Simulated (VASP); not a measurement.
These are PBEsol GGA, VASP's PBE PAW potentials (set 64) (plane waves; VASP) values and carry that method's errors.

VASP input:

File KPOINTS:
```
Automatic mesh
0
Gamma
10 10 8
0 0 0
```

**INCAR**
```
ALGO  =  Normal   ! blocked Davidson
LCHARG  =  F
PREC  =  Accurate
NSW  =  60   ! most ionic steps
LMAXMIX  =  6   ! l cut-off of mixed one-centre charges
SIGMA  =  0.1
NELM  =  100   ! most electronic steps
ISIF  =  3   ! ions, shape and volume
LREAL  =  F
GGA  =  PS
LASPH  =  T   ! aspherical one-centre terms
LWAVE  =  F
EDIFF  =  1E-6
EDIFFG  =  -0.02
ISMEAR  =  1   ! Methfessel-Paxton
IBRION  =  2   ! conjugate gradients
ENCUT  =  520
SYSTEM  =  HfB2
```

POSCAR:
```
HfB2
1
    1.5613703817    -2.7043730588     0.0000000000
    1.5613703817     2.7043730588    -0.0000000000
   -0.0000000000    -0.0000000000     3.4547709104
Hf B
1 2
Direct
  1.0000000000   0.0000000000   0.0000000000
  0.3333330000   0.6666670000   0.5000000000
  0.6666670000   0.3333330000   0.5000000000
```

POTCAR, in this order: Hf_pv B (PBE.64 set). Program: vasp_std.

The resulting files:

File OSZICAR:
```
       N       E                     dE             d eps       ncg     rms          rms(c)
DAV:   1     0.286231853896E+02    0.28623E+02   -0.83918E+03  1680   0.126E+03
DAV:   2    -0.282926359874E+02   -0.56916E+02   -0.53083E+02  2064   0.245E+02
DAV:   3    -0.300719943581E+02   -0.17794E+01   -0.17494E+01  2220   0.330E+01
DAV:   4    -0.300855034008E+02   -0.13509E-01   -0.13502E-01  2004   0.313E+00
DAV:   5    -0.300856353358E+02   -0.13194E-03   -0.13188E-03  2172   0.256E-01    0.552E+01
DAV:   6    -0.279801760534E+02    0.21055E+01   -0.47936E+00  2008   0.145E+01    0.399E+01
DAV:   7    -0.279380899222E+02    0.42086E-01   -0.16211E+00  2084   0.884E+00    0.109E+01
DAV:   8    -0.278663719312E+02    0.71718E-01   -0.47653E-01  1992   0.489E+00    0.176E+00
DAV:   9    -0.278623772937E+02    0.39946E-02   -0.31227E-02  1976   0.140E+00    0.277E-01
DAV:  10    -0.278623097128E+02    0.67581E-04   -0.81142E-04  2044   0.251E-01    0.340E-01
DAV:  11    -0.278623092414E+02    0.47142E-06   -0.10027E-04  2036   0.783E-02    0.175E-01
DAV:  12    -0.278623054212E+02    0.38202E-05   -0.11528E-05  2052   0.285E-02    0.289E-02
DAV:  13    -0.278623055247E+02   -0.10351E-06   -0.38203E-07  1176   0.623E-03
   1 F= -.27862306E+02 E0= -.27862126E+02  d E =-.278623E+02
       N       E                     dE             d eps       ncg     rms          rms(c)
DAV:   1    -0.278625254059E+02   -0.21998E-03   -0.81622E-03  1792   0.855E-01    0.221E-01
DAV:   2    -0.278623699006E+02    0.15551E-03   -0.29459E-04  1972   0.168E-01    0.748E-02
DAV:   3    -0.278623175678E+02    0.52333E-04   -0.11794E-04  2060   0.945E-02    0.660E-02
DAV:   4    -0.278623145907E+02    0.29771E-05   -0.51877E-06  2036   0.211E-02    0.552E-02
DAV:   5    -0.278623124969E+02    0.20938E-05   -0.24729E-06  1812   0.102E-02    0.151E-02
DAV:   6    -0.278623122530E+02    0.24394E-06   -0.13828E-07   976   0.287E-03
   2 F= -.27862312E+02 E0= -.27862132E+02  d E =-.672833E-05
       N       E                     dE             d eps       ncg     rms          rms(c)
DAV:   1    -0.278623895582E+02   -0.77061E-04   -0.17813E-03  1788   0.399E-01    0.103E-01
DAV:   2    -0.278623558632E+02    0.33695E-04   -0.64026E-05  1944   0.784E-02    0.350E-02
DAV:   3    -0.278623450970E+02    0.10766E-04   -0.25596E-05  2064   0.441E-02    0.308E-02
DAV:   4    -0.278623446579E+02    0.43906E-06   -0.10274E-06  1184   0.987E-03
   3 F= -.27862345E+02 E0= -.27862165E+02  d E =-.391333E-04
```

### OUTCAR
```
------------------------ aborting loop because EDIFF is reached ----------------------------------------
  FORCE on cell =-STRESS in cart. coord.  units (eV):
  Direction    XX          YY          ZZ          XY          YZ          ZX
  --------------------------------------------------------------------------------------
  Total       -0.0055520     -0.0055520     -0.0317050      0.0000000      0.0000000      0.0000000
  in kB       -0.3045617     -0.3045618     -1.7392229      0.0000000      0.0000000      0.0000000
  external PRESSURE =      -0.7827822 kB  Pullay stress =       0.0000000 kB
  volume of cell :       29.21
      direct lattice vectors                 reciprocal lattice vectors
     1.562287017 -2.705960719  0.000000000     0.320043625 -0.184777257 -0.000000000
     1.562287017  2.705960719 -0.000000000     0.320043625  0.184777257 -0.000000000
     0.000000000  0.000000000  3.454380033     0.000000000  0.000000000  0.289487546
 POSITION                                       TOTAL-FORCE (eV/Angst)
 -----------------------------------------------------------------------------------
      0.00000     -0.00000      0.00000        -0.000000     -0.000000      0.000000
      1.56229      0.90199      1.72719         0.000000      0.000000      0.000000
      1.56229     -0.90199      1.72719        -0.000000      0.000000     -0.000000
 -----------------------------------------------------------------------------------
    total drift:                                0.000000      0.000000      0.000000
  FREE ENERGIE OF THE ION-ELECTRON SYSTEM (eV)
  ---------------------------------------------------
  free  energy   TOTEN  =       -27.8623446579 eV

  energy  without entropy=      -27.8618060953  energy(sigma->0) =      -27.86216514

 reached required accuracy - stopping structural energy minimisation
```
(Selected blocks of OUTCAR.)

**CONTCAR**
```
HfB2
   1.00000000000000
     1.5622870173771584   -2.7059607187668870    0.0000000000000000
     1.5622870173771584    2.7059607187668870   -0.0000000000000000
     0.0000000000000000    0.0000000000000000    3.4543800327241745
  Hf              B
     1     2
Direct
     0.0000000000000000    0.0000000000000000    0.0000000000000000
     0.3333330000000032    0.6666669999999968    0.5000000000000000
     0.6666669999999968    0.3333330000000032    0.5000000000000000
```

The compound is HfB2 in the AlB2 type structure. This run relaxes it. Symmetry was kept, so distortions that lower it aren't found. The start is the result of an earlier pass.
